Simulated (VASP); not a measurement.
Input:

```xyz
4
Lattice="3.7138 0.0000 0.0000 0.0000 3.7138 0.0000 0.0000 0.0000 3.7138" Properties=species:S:1:pos:R:3 pbc="T T T"
Cu     0.0000     1.8569     1.8569
Cu     1.8569     0.0000     1.8569
Cu     1.8569     1.8569     0.0000
Au     0.0000     0.0000     0.0000
```

These are PBEsol GGA, VASP's PBE PAW potentials (set 64) (plane waves; VASP) values and carry that method's errors. Numerical set-up: 400 eV cut-off, Gaussian smearing of 0.050 eV, potentials Cu Au.

Unless said otherwise, spin-orbit coupling is left out, though it shifts the bands of the heavy elements here.

### Question
Estimate the band gap (along the path) with the smallest direct gap where there is one.

### Answer

```
Quantity                                                      Value
-------------------------  ----------------------------------------
band gap (along the path)  none (metal, semimetal or under 0.01 eV)
```

The absolute energy has meaning only against runs of the same code, potentials and settings.

The compound is Cu3Au in the L1_2 structure. It was relaxed first.
